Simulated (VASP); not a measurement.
Data:

```xyz
3
Lattice="-1.5965 1.5965 3.9190 1.5965 -1.5965 3.9190 1.5965 1.5965 -3.9190" Properties=species:S:1:pos:R:3 pbc="T T T"
Si     0.0000     0.0000     5.2075
Si     0.0000     0.0000     2.6305
Mo     0.0000     0.0000     0.0000
```

The numbers are results of SCAN meta-GGA, VASP's PBE PAW potentials (set 64) (plane waves; VASP 6.6.1), not measurements. Settings: 520 eV cut-off, 15×15×15 Γ-centred mesh, tetrahedra with Blöchl corrections, potentials Si Mo_sv.

Q: Give the energies of bands 6 to 14 at the high-symmetry points, in eV from the Fermi level.

A: 
| band | Γ | X | P | N | M | S | R |
|---|---|---|---|---|---|---|---|
| 6 | -6.66 | -7.06 | -6.61 | -9.84 | -10.52 | -9.27 | -8.17 |
| 7 | -3.56 | -5.94 | -6.61 | -5.25 | -3.70 | -7.17 | -5.83 |
| 8 | -3.17 | -5.31 | -6.37 | -4.67 | -2.29 | -2.88 | -4.66 |
| 9 | -2.73 | -4.64 | -2.83 | -2.78 | -0.66 | -2.68 | -3.93 |
| 10 | -2.73 | -3.31 | -2.27 | -2.70 | -0.66 | -2.47 | -3.18 |
| 11 | 0.29 | -1.37 | -2.27 | -0.57 | -0.40 | -0.47 | -1.96 |
| 12 | 3.16 | 2.70 | 0.41 | 2.58 | -0.40 | 1.76 | 2.07 |
| 13 | 3.27 | 3.02 | 2.70 | 3.36 | 0.42 | 3.15 | 2.12 |
| 14 | 3.68 | 3.27 | 4.16 | 4.35 | 4.89 | 3.89 | 2.87 |

It has no gap at this level: it comes out as a metal or semimetal.

The compound is MoSi2 in the MoSi2 type structure. It was relaxed first.
